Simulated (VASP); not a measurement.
Data:

```xyz
5
Lattice="4.1477 0.0000 0.0000 0.0000 4.1477 0.0000 0.0000 0.0000 4.1477" Properties=species:S:1:pos:R:3 pbc="T T T"
Ba     0.0000     0.0000     0.0000
Zr     2.0738     2.0738     2.0738
O      2.0738     0.0000     2.0738
O      0.0000     2.0738     2.0738
O      2.0738     2.0738     0.0000
```

Method: PBEsol GGA, VASP's PBE PAW potentials (set 64) (plane waves; VASP). Run with 520 eV cut-off, 5×5×5 Γ-centred mesh, Gaussian smearing of 0.050 eV, potentials Ba_sv Zr_sv O.

Task: Give the stress tensor in GPa (positive for a compressed cell).

Result: 
```
5.38  0.00  0.00
0.00  5.38  0.00
0.00  0.00  5.38
```
The pressure is its mean diagonal, 5.38 GPa.

The compound is BaZrO3 in the cubic perovskite structure. This cell is one point of a volume scan, at 0.97 of the reference volume.
